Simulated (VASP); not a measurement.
Calculation: PBEsol GGA, VASP's PBE PAW potentials (set 64) (plane waves; VASP 6.6.1).

VASP ran on this input.

File POSCAR:
```
Cd4TeSe3
1
    4.3872686265     0.0000000000     0.0000000000
    0.0000000000     8.7838576423     0.0000000000
    0.0000000000     0.0000000000     6.1413227901
Cd Te Se
4 1 3
Direct
  0.0000000000   0.2381177656   0.0083102451
  1.0000000000   0.7618822344   0.0083102451
  0.5000000000   0.0000000000   0.5050914389
  0.5000000000   0.5000000000   0.4770264241
  0.0000000000   0.5000000000   0.7527840620
  0.5000000000   0.2432997120   0.2502156322
  0.5000000000   0.7567002880   0.2502156322
  0.0000000000   0.0000000000   0.7480563203
```

File KPOINTS:
```
Automatic mesh
0
Gamma
5 3 4
0 0 0
```

INCAR:
```
ALGO=Normal
EDIFF=1E-6
EDIFFG=-0.02
ENCUT=400
GGA=PS
IBRION=2
ISIF=3
ISMEAR=0
LASPH=T
LCHARG=F
LMAXMIX=4
LREAL=F
LWAVE=F
NELM=100
NSW=60
PREC=Accurate
SIGMA=0.05
SYSTEM=Cd4TeSe3
```

POTCAR, in this order: Cd Te Se (PBE.64 set). Program: vasp_std.

The resulting files:

### OUTCAR
```
 ion  position               nearest neighbor table
   1  0.000  0.238  0.008-   8 2.63   6 2.65   6 2.65   5 2.78
   2  0.000  0.762  0.008-   8 2.63   7 2.65   7 2.65   5 2.78
   3  0.500  0.000  0.505-   6 2.65   7 2.65   8 2.65   8 2.65
   4  0.500  0.500  0.477-   6 2.65   7 2.65   5 2.77   5 2.77
   5  0.000  0.500  0.753-   4 2.77   4 2.77   1 2.78   2 2.78
   6  0.500  0.243  0.250-   3 2.65   1 2.65   1 2.65   4 2.65
   7  0.500  0.757  0.250-   3 2.65   2 2.65   2 2.65   4 2.65
   8  0.000  0.000  0.748-   1 2.63   2 2.63   3 2.65   3 2.65
  LATTYP: Found a simple orthorhombic cell.
 ALAT       =     4.3872686265
 B/A-ratio  =     1.3998055084
 C/A-ratio  =     2.0021244173
 Subroutine PRICEL returns:
 Original cell was already a primitive cell.
 Subroutine GETGRP returns: Found  4 space group operations
The static configuration has the point symmetry C_2v.
The dynamic configuration has the point symmetry C_2v.
 Subroutine INISYM returns: Found  4 space group operations
 Subroutine IBZKPT returns following result:
 Found     18 irreducible k-points:

 Following reciprocal coordinates:
            Coordinates               Weight
  0.000000  0.000000  0.000000      1.000000
  0.200000  0.000000  0.000000      2.000000
  0.400000  0.000000  0.000000      2.000000
  0.000000  0.333333  0.000000      2.000000
  0.200000  0.333333  0.000000      4.000000
  0.400000  0.333333  0.000000      4.000000
  0.000000  0.000000  0.250000      2.000000
  0.200000  0.000000  0.250000      4.000000
  0.400000  0.000000  0.250000      4.000000
  0.000000  0.333333  0.250000      4.000000
  0.200000  0.333333  0.250000      8.000000
  0.400000  0.333333  0.250000      8.000000
  0.000000  0.000000  0.500000      1.000000
  0.200000  0.000000  0.500000      2.000000
  0.400000  0.000000  0.500000      2.000000
  0.000000  0.333333  0.500000      2.000000
...
```

### OSZICAR
```
       N       E                     dE             d eps       ncg     rms          rms(c)
DAV:   1     0.430962137617E+03    0.43096E+03   -0.29373E+04  1548   0.122E+03
DAV:   2    -0.125863015740E+00   -0.43109E+03   -0.42294E+03  1762   0.326E+02
DAV:   3    -0.250742997380E+02   -0.24948E+02   -0.24863E+02  1815   0.791E+01
DAV:   4    -0.253548271034E+02   -0.28053E+00   -0.28023E+00  1898   0.777E+00
DAV:   5    -0.253572291188E+02   -0.24020E-02   -0.24013E-02  1788   0.656E-01    0.121E+01
DAV:   6    -0.240114212340E+02    0.13458E+01   -0.32747E+00  1868   0.140E+01    0.955E+00
DAV:   7    -0.239499839032E+02    0.61437E-01   -0.12014E+00  1658   0.443E+00    0.365E+00
DAV:   8    -0.239370404499E+02    0.12943E-01   -0.16160E-01  1663   0.322E+00    0.596E-01
DAV:   9    -0.239360873405E+02    0.95311E-03   -0.21727E-02  1676   0.132E+00    0.225E-01
DAV:  10    -0.239360846721E+02    0.26684E-05   -0.99443E-04  1794   0.249E-01    0.127E-01
DAV:  11    -0.239362363833E+02   -0.15171E-03   -0.11294E-03  1635   0.217E-01    0.547E-02
DAV:  12    -0.239361736001E+02    0.62783E-04   -0.35389E-04  1646   0.143E-01    0.202E-02
DAV:  13    -0.239361763585E+02   -0.27584E-05   -0.25003E-05  1682   0.205E-02    0.128E-02
DAV:  14    -0.239361832643E+02   -0.69057E-05   -0.15075E-05  1650   0.245E-02    0.148E-02
DAV:  15    -0.239361834955E+02   -0.23128E-06   -0.17941E-06  1282   0.773E-03
   1 F= -.23936183E+02 E0= -.23936183E+02  d E =-.239362E+02
       N       E                     dE             d eps       ncg     rms          rms(c)
DAV:   1    -0.239457303018E+02   -0.95470E-02   -0.35843E-01  1651   0.395E+00    0.698E-01
DAV:   2    -0.239376888265E+02    0.80415E-02   -0.26567E-02  1631   0.143E+00    0.231E-01
DAV:   3    -0.239369158251E+02    0.77300E-03   -0.23797E-03  1721   0.292E-01    0.203E-01
DAV:   4    -0.239367864268E+02    0.12940E-03   -0.22763E-04  1614   0.793E-02    0.358E-02
DAV:   5    -0.239367699414E+02    0.16485E-04   -0.89750E-05  1770   0.786E-02    0.176E-02
DAV:   6    -0.239367716755E+02   -0.17341E-05   -0.89656E-06  1686   0.203E-02    0.743E-03
DAV:   7    -0.239367717331E+02   -0.57547E-07   -0.61000E-07   888   0.546E-03
   2 F= -.23936772E+02 E0= -.23936772E+02  d E =-.588238E-03
       N       E                     dE             d eps       ncg     rms          rms(c)
DAV:   1    -0.239368064886E+02   -0.34813E-04   -0.13822E-03  1685   0.247E-01    0.443E-02
DAV:   2    -0.239367743857E+02    0.32103E-04   -0.10121E-04  1634   0.885E-02    0.140E-02
DAV:   3    -0.239367716995E+02    0.26862E-05   -0.92948E-06  1642   0.182E-02    0.124E-02
DAV:   4    -0.239367721850E+02   -0.48555E-06   -0.81643E-07   870   0.490E-03
   3 F= -.23936772E+02 E0= -.23936772E+02  d E =-.588690E-03
       N       E                     dE             d eps       ncg     rms          rms(c)
DAV:   1    -0.239372156887E+02   -0.44399E-03   -0.18417E-01  1554   0.199E+00    0.103E-01
DAV:   2    -0.239371532440E+02    0.62445E-04   -0.12070E-03  1784   0.220E-01    0.469E-02
DAV:   3    -0.239371129512E+02    0.40293E-04   -0.53187E-05  1729   0.445E-02    0.290E-02
DAV:   4    -0.239370983849E+02    0.14566E-04   -0.14038E-05  1767   0.255E-02    0.802E-03
DAV:   5    -0.239370976771E+02    0.70779E-06   -0.25618E-06  1263   0.109E-02
   4 F= -.23937098E+02 E0= -.23937098E+02  d E =-.325492E-03
       N       E                     dE             d eps       ncg     rms          rms(c)
DAV:   1    -0.239383416464E+02   -0.12433E-02   -0.13876E+00  1548   0.546E+00    0.281E-01
DAV:   2    -0.239378753094E+02    0.46634E-03   -0.91049E-03  1784   0.608E-01    0.129E-01
DAV:   3    -0.239375779992E+02    0.29731E-03   -0.38720E-04  1723   0.119E-01    0.805E-02
DAV:   4    -0.239374720302E+02    0.10597E-03   -0.11212E-04  1756   0.719E-02    0.220E-02
DAV:   5    -0.239374694509E+02    0.25793E-05   -0.20755E-05  1786   0.305E-02    0.110E-02
DAV:   6    -0.239374693727E+02    0.78150E-07   -0.73610E-07   897   0.611E-03
   5 F= -.23937469E+02 E0= -.23937469E+02  d E =-.697188E-03
       N       E                     dE             d eps       ncg     rms          rms(c)
DAV:   1    -0.239376395826E+02   -0.17013E-03   -0.10699E-01  1551   0.154E+00    0.909E-02
DAV:   2    -0.239377003384E+02   -0.60756E-04   -0.15913E-03  1786   0.193E-01    0.422E-02
DAV:   3    -0.239376792233E+02    0.21115E-04   -0.29281E-05  1745   0.322E-02    0.278E-02
DAV:   4    -0.239376700918E+02    0.91315E-05   -0.15359E-05  1694   0.243E-02    0.755E-03
DAV:   5    -0.239376702874E+02   -0.19554E-06   -0.24723E-06  1332   0.102E-02
   6 F= -.23937670E+02 E0= -.23937670E+02  d E =-.200915E-03
```

File OUTCAR:
```
------------------------ aborting loop because EDIFF is reached ----------------------------------------
  FORCE on cell =-STRESS in cart. coord.  units (eV):
  Direction    XX          YY          ZZ          XY          YZ          ZX
  --------------------------------------------------------------------------------------
  Total        0.0125498     -0.0090520     -0.0105468      0.0000000      0.0000000      0.0000000
  in kB        0.0851970     -0.0614516     -0.0715994      0.0000000      0.0000000      0.0000000
  external PRESSURE =      -0.0159513 kB  Pullay stress =       0.0000000 kB
  volume of cell :      236.01
      direct lattice vectors                 reciprocal lattice vectors
     4.380125454  0.000000000  0.000000000     0.228303963  0.000000000  0.000000000
     0.000000000  8.756223134  0.000000000     0.000000000  0.114204490  0.000000000
     0.000000000  0.000000000  6.153447211     0.000000000  0.000000000  0.162510535
 POSITION                                       TOTAL-FORCE (eV/Angst)
 -----------------------------------------------------------------------------------
      0.00000      2.08229      0.05505         0.000000      0.014334     -0.007951
      0.00000      6.67394      0.05505         0.000000     -0.014334     -0.007951
      2.19006      0.00000      3.12179         0.000000      0.000000      0.006536
      2.19006      4.37811      2.91935         0.000000      0.000000      0.004611
      0.00000      4.37811      4.62768         0.000000      0.000000     -0.012094
      2.19006      2.12376      1.53984        -0.000000     -0.012384     -0.001339
      2.19006      6.63246      1.53984        -0.000000      0.012384     -0.001339
      0.00000      0.00000      4.60179         0.000000      0.000000      0.019527
 -----------------------------------------------------------------------------------
    total drift:                                0.000000      0.000000     -0.001487
  FREE ENERGIE OF THE ION-ELECTRON SYSTEM (eV)
  ---------------------------------------------------
  free  energy   TOTEN  =       -23.9376702874 eV

  energy  without entropy=      -23.9376702699  energy(sigma->0) =      -23.93767028

 reached required accuracy - stopping structural energy minimisation
```
(Selected blocks of OUTCAR.)

### CONTCAR
```
Cd4TeSe3
   1.00000000000000
     4.3801254544694412    0.0000000000000000    0.0000000000000000
     0.0000000000000000    8.7562231340659693    0.0000000000000000
     0.0000000000000000    0.0000000000000000    6.1534472112836562
  Cd              Te              Se
     4     1     3
Direct
     0.0000000000000000    0.2378064363363108    0.0089463702127081
     0.0000000000000000    0.7621935636636892    0.0089463702127081
     0.5000000000000000    0.0000000000000000    0.5073245366744077
     0.5000000000000000    0.5000000000000000    0.4744255753685452
     0.0000000000000000    0.5000000000000000    0.7520470155231475
     0.5000000000000000    0.2425427525429516    0.2502405325338685
     0.5000000000000000    0.7574572474570482    0.2502405325338685
     0.0000000000000000    0.0000000000000000    0.7478390668407617
```

The structure comes from a computed database's Cd4TeSe3 entry (Pmm2); how it stands against other phases isn't given here. This run relaxes it. Symmetry was kept, so distortions that lower it aren't found. The start is the result of an earlier pass.
